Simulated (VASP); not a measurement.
OSZICAR of a VASP run on Sm₂S₃ (a trial cell in the Bi2Te3 structure, space group R-3m):

OSZICAR:
```
       N       E                     dE             d eps       ncg     rms          rms(c)
DAV:   1     0.285536335887E+03    0.28554E+03   -0.17168E+04   912   0.124E+03
DAV:   2    -0.163615586514E+02   -0.30190E+03   -0.29863E+03  1104   0.329E+02
DAV:   3    -0.312796698428E+02   -0.14918E+02   -0.14888E+02  1144   0.685E+01
DAV:   4    -0.315206907280E+02   -0.24102E+00   -0.24078E+00  1168   0.959E+00
DAV:   5    -0.315261749049E+02   -0.54842E-02   -0.54834E-02  1280   0.132E+00    0.108E+01
DAV:   6    -0.304239673631E+02    0.11022E+01   -0.49542E+00  1104   0.883E+00    0.735E+00
DAV:   7    -0.303755440747E+02    0.48423E-01   -0.49936E-01  1072   0.351E+00    0.321E+00
DAV:   8    -0.303906325047E+02   -0.15088E-01   -0.10073E-01  1168   0.150E+00    0.715E-01
DAV:   9    -0.303892103229E+02    0.14222E-02   -0.11133E-02  1168   0.534E-01    0.443E-01
DAV:  10    -0.303893676051E+02   -0.15728E-03   -0.33173E-03  1056   0.249E-01    0.119E-01
DAV:  11    -0.303893824974E+02   -0.14892E-04   -0.26144E-04  1216   0.743E-02    0.468E-02
DAV:  12    -0.303894246126E+02   -0.42115E-04   -0.62356E-05  1096   0.422E-02    0.288E-02
DAV:  13    -0.303894301807E+02   -0.55682E-05   -0.13391E-05  1008   0.192E-02    0.384E-03
DAV:  14    -0.303894303742E+02   -0.19350E-06   -0.48712E-07   776   0.424E-03
   1 F= -.30389430E+02 E0= -.30389430E+02  d E =-.395245E-16
```

Task: Which electronic solver shows in the log?

Result: It is blocked Davidson (ALGO = Normal, or the opening steps of other solvers). The INCAR had ALGO = Normal.

Task: Can the final energy be trusted as converged?

Result: Self-consistency was reached. It stopped with EDIFF = 1E-6, NELM = 100 (PBE GGA, plane waves, VASP's PBE PAW potentials (set 64)). The 4f electrons are frozen in the core of the lanthanide potential, so 4f levels, which can set the real gap, and their magnetism are missing.

The structure was generated: Sm2S3 was put into the Bi2Te3 type (R-3m), which need not be its known phase. The cell was not relaxed at this level. The run is one of a series of settings (KPOINTS 5×5×5 Γ-centred mesh against the base run), some of them coarse on purpose.
